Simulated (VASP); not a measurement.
Consider the following.

```
PbTe
1.0
    0.02451     3.26768     3.26768
    3.29219     0.00000     3.29219
    3.26768     3.26768     0.02451
Te Pb
1 1
Cartesian
  3.29219   3.26768   3.29219
  3.29219   0.00000   3.29219
```

Computed with r2SCAN meta-GGA, VASP's PBE PAW potentials (set 64) (plane waves; VASP). Run with 480 eV cut-off, 6×6×6 Γ-centred mesh, Gaussian smearing of 0.050 eV, potentials Te Pb_d.

Question: Estimate the energy per atom (σ→0).

Answer: 
```json
{
  "energy per atom (σ→0)": "-41.353 eV/atom"
}
```

Total energies compare only between runs with the same potentials, cut-off and functional.

The compound is PbTe in the rock salt structure. This cell was strained or had an atom moved on purpose.
